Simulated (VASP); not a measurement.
```xyz
2
Lattice="0.0000 3.1084 3.1084 3.1084 0.0000 3.1084 3.1084 3.1084 0.0000" Properties=species:S:1:pos:R:3 pbc="T T T"
Ga     0.0000     0.0000     0.0000
Sb     1.5542     1.5542     1.5542
```

These are PW91 GGA, VASP's PBE PAW potentials (set 64) (plane waves; VASP 6.6.1) values and carry that method's errors. Run with 520 eV cut-off, 9×9×9 Γ-centred mesh, first-order Methfessel-Paxton smearing of 0.10 eV, potentials Ga_d Sb.

Unless said otherwise, spin-orbit coupling is left out, though it shifts the bands of the heavy elements here.

### Question
Predict the energy per atom (σ→0), band gap (on the k-mesh) with the smallest direct gap where there is one.

### Answer

| Property | Value |
|---|---|
| band gap (on the k-mesh) | none (metal, semimetal or under 0.01 eV) |
| energy per atom (σ→0) | -3.712 eV/atom |

Total energies compare only between runs with the same potentials, cut-off and functional.

The compound is GaSb in the zinc blende structure. It was relaxed first, which changed the volume by +6 %. The start is the result of an earlier pass.
